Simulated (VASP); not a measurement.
A VASP calculation is set up with these files.

### INCAR
```
SYSTEM = La2S3
PREC = Accurate
ENCUT = 400
EDIFF = 1E-6
NELM = 100
ALGO = Normal
LREAL = .FALSE.
LASPH = .TRUE.
ISMEAR = 2
SIGMA = 0.3
GGA = PE
LMAXMIX = 6
LWAVE = .FALSE.
LCHARG = .FALSE.
ISIF = 2
```

**KPOINTS**
```
Automatic mesh
0
Gamma
4 4 3
0 0 0
```

POSCAR:
```
La2S3
1
    4.6554290000     0.0000000000     0.0000000000
   -2.3277140000     4.0317200000     0.0000000000
    0.0000000000     0.0000000000     7.2538630000
La S
2 3
Direct
  0.3333330000   0.6666670000   0.2467000000
  0.6666670000   0.3333330000   0.7533000000
  0.0000000000   0.0000000000   0.0000000000
  0.3333330000   0.6666670000   0.6470000000
  0.6666670000   0.3333330000   0.3530000000
```

POTCAR, in this order: La S (PBE.64 set). Program: vasp_std.

Task: One choice in this input is risky. Which, and does it do harm here?

Result: The risk: Methfessel-Paxton smearing was used on a material with a gap. Here it does no harm: the run (PBE GGA, plane waves, VASP's PBE PAW potentials (set 64)) converges to the same energy and pressure as with the safe setting.
OSZICAR:
```
       N       E                     dE             d eps       ncg     rms          rms(c)
DAV:   1     0.399765834385E+03    0.39977E+03   -0.12867E+04   432   0.173E+03
DAV:   2     0.516355084626E+02   -0.34813E+03   -0.34402E+03   648   0.346E+02
DAV:   3    -0.245779838846E+02   -0.76213E+02   -0.75172E+02   720   0.172E+02
DAV:   4    -0.332459081350E+02   -0.86679E+01   -0.86663E+01   760   0.625E+01
DAV:   5    -0.338520886707E+02   -0.60618E+00   -0.60599E+00   736   0.165E+01    0.814E+00
DAV:   6    -0.328947737827E+02    0.95731E+00   -0.51485E+00   792   0.134E+01    0.550E+00
DAV:   7    -0.328713876712E+02    0.23386E-01   -0.72471E-01   784   0.650E+00    0.354E+00
DAV:   8    -0.328914527123E+02   -0.20065E-01   -0.10587E-01   792   0.339E+00    0.639E-01
DAV:   9    -0.328938922320E+02   -0.24395E-02   -0.11950E-02   832   0.106E+00    0.226E-01
DAV:  10    -0.328954150088E+02   -0.15228E-02   -0.24913E-03   688   0.436E-01    0.639E-02
DAV:  11    -0.328958717370E+02   -0.45673E-03   -0.67524E-04   792   0.186E-01    0.535E-02
DAV:  12    -0.328959664118E+02   -0.94675E-04   -0.15511E-04   696   0.917E-02    0.202E-02
DAV:  13    -0.328960002026E+02   -0.33791E-04   -0.52035E-05   672   0.546E-02    0.780E-03
DAV:  14    -0.328960031334E+02   -0.29307E-05   -0.10232E-05   592   0.190E-02    0.682E-03
DAV:  15    -0.328960037478E+02   -0.61439E-06   -0.18812E-06   472   0.141E-02
   1 F= -.32896004E+02 E0= -.32896004E+02  d E =-.246989E-06
```

The structure was generated: La2S3 was put into the A-La2O3 type (P-3m1), which need not be its known phase. The cell was not relaxed at this level.
